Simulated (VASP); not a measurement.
The system is HfTi2S5.

```
CELL_PARAMETERS angstrom
4.15286 0.00000 0.00000
0.00000 4.15286 0.00000
0.00000 0.00000 9.06757
ATOMIC_POSITIONS crystal
Hf 0.00000 0.00000 0.50000
Ti 0.00000 0.00000 0.00000
Ti 0.50000 0.50000 0.50000
S 0.00000 0.50000 0.26113
S 0.50000 0.00000 0.73887
S 0.50000 0.00000 0.26113
S 0.00000 0.50000 0.73887
S 0.50000 0.50000 0.00000
```

The cell was built by a generator and needn't be a form met in nature.

```yaml
Program: VASP 6.6.1
Task: relaxation of cell and atoms
Functional: PBE
Potentials_or_basis: VASP PAW PBE potentials, release 64 (Hf_pv, Ti_sv, S)
Cutoff: 520 eV
k_mesh: 4 × 4 × 2
Occupations: gaussian, width 0.15 eV
Spin: no spin polarisation
```

At the start: pressure -11.9 GPa; volume 19.55 Å³/atom.

Q: Where does the relaxation end?

A: Over 14 steps the energy falls by 722.1 meV/atom and the volume is 15.93 Å³/atom (-18.5 %); space group P4/mmm (No. 123, to 0.05 Å).

Step by step:
| step | energy change (eV) | largest force (eV/Å) | pressure (GPa) | volume (Å³) |
| --- | --- | --- | --- | --- |
| 1 | 0.0000 | 2.1222 | -11.92 | 156.38 |
| 2 | -2.7841 | 1.6815 | 5.10 | 125.37 |
| 3 | -2.8790 | 1.3548 | 12.38 | 119.82 |
| 4 | -4.4935 | 0.3710 | 17.89 | 116.95 |
| 5 | -4.6030 | 1.1117 | 19.97 | 115.84 |
| 6 | -5.5854 | 0.5546 | -3.01 | 135.59 |
| 7 | -5.6593 | 0.6290 | 0.19 | 130.98 |
| 8 | -5.6980 | 0.4001 | -0.19 | 130.74 |
| 9 | -5.7224 | 0.0391 | -0.79 | 130.36 |
| 10 | -5.7514 | 0.0565 | -0.26 | 128.95 |
| 11 | -5.7636 | 0.0820 | 1.86 | 125.20 |
| 12 | -5.7720 | 0.0777 | 1.03 | 126.70 |
| 13 | -5.7740 | 0.0364 | -0.60 | 127.99 |
| 14 | -5.7766 | 0.0108 | -0.02 | 127.43 |

Final structure:
```
CELL_PARAMETERS angstrom
4.41904 0.00000 0.00000
0.00000 4.41904 0.00000
0.00000 0.00000 6.52526
ATOMIC_POSITIONS crystal
Hf 0.00000 0.00000 0.50000
Ti 0.00000 0.00000 0.00000
Ti 0.50000 0.50000 0.50000
S 0.00000 0.50000 0.27925
S 0.50000 0.00000 0.72075
S 0.50000 0.00000 0.27925
S 0.00000 0.50000 0.72075
S 0.50000 0.50000 0.00000
```

Caveat: the k mesh is coarse (spacing up to 0.38 Å⁻¹), so the values aren't converged; the volume moved by over 15 % at a fixed basis, so the end points are rough.
